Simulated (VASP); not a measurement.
Given:

```yaml
crystal:
  lattice:
    - [4.59925, 0.00000, 0.00000]
    - [0.00000, 4.59925, 0.00000]
    - [0.00000, 0.00000, 3.04111]
  atoms:
    - { symbol: Mg, position: [0.00000, 0.00000, 0.00000] }
    - { symbol: Mg, position: [0.50000, 0.50000, 0.50000] }
    - { symbol: F, position: [0.30248, 0.30248, 0.00000] }
    - { symbol: F, position: [0.80248, 0.19752, 0.50000] }
    - { symbol: F, position: [0.19752, 0.80248, 0.50000] }
    - { symbol: F, position: [0.69752, 0.69752, 0.00000] }
```

These are PBE GGA, VASP's PBE PAW potentials (set 64) (plane waves; VASP) values and carry that method's errors. Run with 620 eV cut-off, 5×5×7 Γ-centred mesh, Gaussian smearing of 0.050 eV, potentials Mg F.

Problem. Estimate the energy per atom (σ→0), pressure, band gap (on the k-mesh) with the smallest direct gap where there is one.

Solution. 
band gap (on the k-mesh): 7.19 eV
smallest direct gap (on the k-mesh): 7.19 eV
energy per atom (σ→0): -5.249 eV/atom
pressure: 5.01 GPa

Only differences to runs with the same potentials and settings are physical.

The compound is MgF2 in the rutile structure. It was relaxed first under an external pressure of 5 GPa.
